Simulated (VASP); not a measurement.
Wanted: the native input for a VASP 6.6.1 run.

| Property | Result |
| --- | --- |
| Task | single point |
| Functional | RPBE |
| Potentials or basis | VASP PAW PBE potentials, release 64 (O, C, H) |
| Cutoff | 400 eV |
| k mesh | 1 × 1 × 1 |
| Occupations | gaussian, width 0.01 eV |
| Spin | no spin polarisation |
| Further INCAR settings | ALGO = Fast; EDIFF = 1e-06; NBANDS = 16; ISYM = 0 |

The structure of OCH4 lies in POSCAR:

```
H4CO                                    
1.0
   12.7722774153      0.0000000000      0.0000000000
    0.0000000000     13.2722774153      0.0000000000
    0.0000000000      0.0000000000     13.7722774153
  O               C               H             
     1     1     4
Selective dynamics
Direct
     0.5814554605000026    0.4957380617999974    0.4800698287999978   F   F   F
     0.4709007345168943    0.4985833375410336    0.4959323125790473   T   T   T
     0.6154968736400552    0.5348561371265734    0.5307142176538949   T   T   T
     0.4484521455929876    0.4646677748428786    0.5661815079560640   T   T   T
     0.4354390133414563    0.4537911774680984    0.4375645801328557   T   T   T
     0.4391236648754287    0.5758974078562713    0.4918117471126108   T   T   T
```

One way to write it, as run:

INCAR

```
PREC     = Accurate       # precision mode
ENCUT    = 400            # plane-wave cutoff, eV
EDIFF    = 1E-6           # SCF threshold, eV
ISMEAR   = 0              # smearing method
SIGMA    = 0.01           # smearing width, eV
LREAL    = False          # projectors in reciprocal space
LASPH    = True           # aspherical terms in the spheres
NELM     = 80             # most SCF steps
ALGO     = Fast           # electronic algorithm
ISIF     = 2              # what is computed and relaxed
LWAVE    = False          # write WAVECAR
LCHARG   = False          # write CHGCAR
GGA      = RP             # functional
NBANDS   = 16             # bands
ISYM     = 0
```

KPOINTS

```
Automatic mesh
0
Gamma
  1 1 1
```

Potentials or basis: VASP PAW PBE potentials, release 64 (O, C, H).

Command:

```console
$ cat potpaw_PBE.64/O/POTCAR potpaw_PBE.64/C/POTCAR potpaw_PBE.64/H/POTCAR > POTCAR
$ mpirun -np 4 vasp_gam > vasp.out
```

It gave:

```json
{"Largest force": "0.311 eV/Å", "Gap between the frontier levels": "5.47 eV"}
```

Caveat: the PAW data sets were made with another functional, which shifts forces and pressure a little.

It took 20 s on 4 MPI ranks on Intel(R) Xeon(R) 6975P-C (Granite Rapids), with other jobs on the host, peak memory 0.47 GiB a rank.
